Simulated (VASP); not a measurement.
VASP runs on Bi₂O₃ (space group P-3m1) share one base input (LDA (Ceperley-Alder, Perdew-Zunger), plane waves, VASP's LDA PAW potentials (set 64)) and change the settings named in each case.

### KPOINTS
```
Regular mesh
0
gamma
 7 7 4
```

**INCAR**
```
! general
SYSTEM   =  Bi2O3
PREC     =  Accurate
ENCUT    =  400   ! plane-wave cut-off (eV)
LREAL    =  .False.
LASPH    =  .True.   ! aspherical one-centre terms

! electronic loop
EDIFF    =  1E-6   ! SCF stop (eV)
NELM     =  100   ! most electronic steps
ALGO     =  Normal
LMAXMIX  =  4   ! l cut-off of mixed one-centre charges

! smearing
ISMEAR   =  -1   ! Fermi-Dirac
SIGMA    =  0.136

! ions
ISIF     =  2

! output
LWAVE    =  .False.
LCHARG   =  .False.
```

POSCAR:
```
Bi2O3
1
    3.8314670000     0.0000000000     0.0000000000
   -1.9157340000     3.3181480000     0.0000000000
    0.0000000000     0.0000000000     5.9700060000
Bi O
2 3
Direct
  0.3333330000   0.6666670000   0.2467000000
  0.6666670000   0.3333330000   0.7533000000
  0.0000000000   0.0000000000   0.0000000000
  0.3333330000   0.6666670000   0.6470000000
  0.6666670000   0.3333330000   0.3530000000
```

POTCAR, in this order: Bi_d O (LDA.64 set). Program: vasp_std.

```csv
change,E(σ→0) (eV/atom),pressure (GPa),−TS (eV)
base run,-6.4347,-6.03,-0.0043
"GGA = PS, POTCAR Bi_d O (PBE.64 set)",-6.0280,…,…
"GGA_COMPAT = .FALSE., LNONCOLLINEAR = .TRUE., LSORBIT = .TRUE., MAGMOM = 0.0 0.0 0.0 0.0 0.0 0.0 0.0 0.0 0.0 0.0 0.0 0.0 0.0 0.0 0.0, program vasp_ncl",-6.6283,…,…
KPOINTS 1×1×1 Γ-centred mesh,-5.3411,8.48,-0.0018
```

Problem. Fill in the missing entries.

Solution. 
- GGA = PS, POTCAR Bi_d O (PBE.64 set), pressure (GPa): -2.79
- GGA = PS, POTCAR Bi_d O (PBE.64 set), −TS (eV): -0.0041
- GGA_COMPAT = .FALSE., LNONCOLLINEAR = .TRUE., LSORBIT = .TRUE., MAGMOM = 0.0 0.0 0.0 0.0 0.0 0.0 0.0 0.0 0.0 0.0 0.0 0.0 0.0 0.0 0.0, program vasp_ncl, pressure (GPa): -5.56
- GGA_COMPAT = .FALSE., LNONCOLLINEAR = .TRUE., LSORBIT = .TRUE., MAGMOM = 0.0 0.0 0.0 0.0 0.0 0.0 0.0 0.0 0.0 0.0 0.0 0.0 0.0 0.0 0.0, program vasp_ncl, −TS (eV): -0.0093

Energies of different potentials or functionals have different zeros.  Unless said otherwise, spin-orbit coupling is left out, though it shifts the bands of the heavy elements here. At 400 eV the pressure can carry a Pulay error.

Left out are runs that ran out of time, are held back, or changed the cell or the kind of run, fixed moments of cells without a moment, rows past the twelfth, gaps on odd meshes, pressures of charged cells and columns that move by less than the noise.

The structure was generated: Bi2O3 was put into an ordered model structure, which need not be its known phase. The cell was not relaxed at this level.
